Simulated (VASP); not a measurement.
CdS (zinc blende): the lattice constant a from VASP (plane waves, PAW) at several levels of theory. Static lattice.  The measured value holds thermal and zero-point effects that the static calculation lacks.

| level | lattice constant a (Å) | error against measurement |
|---|---|---|
| LDA | 5.773 | -1.0 % |
| PBE | 5.938 | +1.8 % |
| PBEsol | 5.838 | +0.1 % |
| RPBE | 6.018 | +3.2 % |
| AM05 | 5.857 | +0.4 % |
| PBE-D3(BJ) | 5.865 | +0.6 % |
| PBE-D4 | 5.865 | +0.6 % |
| optB88-vdW | 5.918 | +1.5 % |
| rev-vdW-DF2 | 5.894 | +1.1 % |
| revTPSS | 5.910 | +1.3 % |
| SCAN | 5.871 | +0.7 % |
| r2SCAN | 5.888 | +1.0 % |
| r2SCAN+rVV10 | 5.863 | +0.5 % |

Measured: 5.832 Å (as given by arXiv:1206.3780).

The cell of the LDA run:

CdS is modelled in the cubic space group F-43m (No. 216), the zinc blende structure, Pearson symbol cF8. Cell: a = b = c = 5.7727 Å, α = β = γ = 90.00°. Cd on 4a sees 4 S at 2.500 Å (tetrahedral). S on 4d is coordinated by 4 Cd at 2.500 Å (tetrahedral). (Neighbours: up to the widest gap in distance over summed covalent radii, below 1.35, at either atom; cation-cation and far metal-metal contacts left out.)
(The calculation used a cell of 2 atoms; values per cell refer to that cell.)

Only levels that ran to the end are used. Left out are those held back, those with too coarse a band path, GW runs whose mesh misses a band edge, hybrids' fits of cells that aren't cubic and levels without matching references; a question may draw on a part of the rest.

The compound is CdS in the zinc blende structure, a metastable form; wurtzite is the usual one.
